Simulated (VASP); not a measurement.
Consider the following.

```yaml
crystal:
  lattice:
    - [3.99250, 0.00000, 0.00000]
    - [0.00000, 3.99250, 0.00000]
    - [0.00000, 0.00000, 3.99250]
  atoms:
    - { symbol: Ce, position: [0.00000, 0.00000, 0.00000] }
    - { symbol: Rh, position: [0.50000, 0.00000, 0.50000] }
    - { symbol: Rh, position: [0.00000, 0.50000, 0.50000] }
    - { symbol: Rh, position: [0.50000, 0.50000, 0.00000] }
```

All values below come from PBEsol GGA, VASP's PBE PAW potentials (set 64) (plane waves; VASP 6.6.1). Numerical set-up: 400 eV cut-off, 9×9×9 Γ-centred mesh, tetrahedra with Blöchl corrections, potentials Ce Rh_pv.

### Question
What does the run give for the energy per atom (σ→0), band gap (on the k-mesh) with the smallest direct gap where there is one?

### Answer

- band gap (on the k-mesh) = none (metal, semimetal or under 0.01 eV)
- energy per atom (σ→0) = -8.343 eV/atom

The absolute energy has meaning only against runs of the same code, potentials and settings.

The structure comes from a computed database's CeRh3 entry (Pm-3m); how it stands against other phases isn't given here. It was relaxed first. The run is not spin-polarised, so no magnetic state was tried. The electron count is odd and the run is not spin-polarised, which forces a metal.
